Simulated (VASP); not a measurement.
Energy against volume of HfO2 (fluorite). Calculation: revTPSS meta-GGA, VASP's PBE PAW potentials (set 64) (plane waves; VASP).

```csv
V (Å³/atom),E (eV/atom)
10.090,1.20663
10.412,1.17896
10.734,1.17005
11.056,1.17718
11.378,1.19802
```

**Question.** Fit a third-order Birch-Murnaghan equation of state.

**Answer.** 
```
Property                                        Result
---------------------------------------  -------------
volume per atom                          10.74 Å³/atom
bulk modulus                                   264 GPa
pressure derivative of the bulk modulus           4.23
lattice constant a                             5.052 Å
```

The compound is HfO2 in the fluorite structure, the high-temperature cubic form, which is unstable at 0 K; the monoclinic form is the stable one. It was relaxed first.
